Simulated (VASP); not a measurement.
Data:

```
WSi2
1.0
   -1.59957     1.61830     3.99223
    1.59957    -1.61830     3.99223
    1.59957     1.61830    -3.99223
Si W
2 1
Direct
  0.66500   0.66500   0.00000
  0.33500   0.33500   0.00000
  0.00000   0.03043   0.03043
```

These are PBE GGA + U (Dudarev), VASP's PBE PAW potentials (set 64) (plane waves; VASP) values and carry that method's errors. Settings: 400 eV cut-off, 12×12×12 Γ-centred mesh, first-order Methfessel-Paxton smearing of 0.10 eV, potentials Si W_sv, U − J: W 5.00 eV.

Task: Which forces act on the atoms, in eV/Å?

Result: 
```
atom      Fx     Fy      Fz
----  ------  -----  ------
Si1    0.522  0.000   0.063
Si2    0.522  0.000  -0.063
W3    -1.045  0.000   0.000
```

Task: Give the stress tensor in GPa (positive for a compressed cell).

Result: 
```
 7.55   0.00   0.00
 0.00   4.83   0.00
 0.00   0.00  -1.77
```
The pressure is its mean diagonal, 3.54 GPa.

The compound is WSi2 in the MoSi2 type structure. The cell was not relaxed at this level. The run is one of a series of settings (LDAU = .TRUE., LDAUJ = 0 0, LDAUL = -1 2, LDAUTYPE = 2, LDAUU = 0 5.0, LMAXMIX = 2 against the base run), some of them coarse on purpose.
